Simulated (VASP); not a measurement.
Given:

```xyz
6
Lattice="4.4982 0.0000 0.0000 0.0000 4.4982 0.0000 0.0000 0.0000 3.0179" Properties=species:S:1:pos:R:3 pbc="T T T"
Mg     4.4982     0.0000     0.0000
Mg     2.2491     2.2491     1.5089
H      1.3680     1.3680     0.0000
H      3.6171     0.8811     1.5089
H      0.8811     3.6171     1.5089
H      3.1302     3.1302     0.0000
```

Method: vdW-DF-cx, VASP's PBE PAW potentials (set 64) (plane waves; VASP). Settings: 520 eV cut-off, 6×6×8 Γ-centred mesh, tetrahedra with Blöchl corrections, potentials Mg H.

What does the run give for the energy per atom (σ→0)?

* **energy per atom (σ→0)**: -2.485 eV/atom

Total energies compare only between runs with the same potentials, cut-off and functional.

The compound is MgH2 in the rutile structure. It was relaxed first.
